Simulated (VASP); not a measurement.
# WSe2: computed properties

Calculation: PBEsol GGA, VASP's PBE PAW potentials (set 64) (plane waves; VASP).

```yaml
space_group: P-6m2 (187)
cell: a = b = 3.2722 Å, c = 16.7372 Å, α = β = 90.00°, γ = 120.00°
band gap (over mesh and band path): 1.68 eV
smallest direct gap (over mesh and band path): 1.69 eV
band_edge_character_without_spin_orbit_coupling: indirect, K to K-Γ at 0.44
band_gap_with_spin_orbit_coupling: 1.34 eV
```

```
WSe2
1.0
    3.27219     0.00000     0.00000
   -1.63610     2.83380     0.00000
    0.00000     0.00000    16.73723
W Se
1 2
Direct
  0.00000   0.00000   0.00000
  0.33333   0.66667   0.10008
  0.33333   0.66667   0.89992
```

The cell holds vacuum, so volume and density refer to the whole cell.  The path is coarsely sampled, so an indirect gap can come out somewhat too large. The cell holds a wide vacuum, so values per volume refer to the whole cell. Unless said otherwise, spin-orbit coupling is left out, though it shifts the bands of the heavy elements here.

The cell is a sheet with vacuum, built from a database entry that may be metastable or hypothetical.
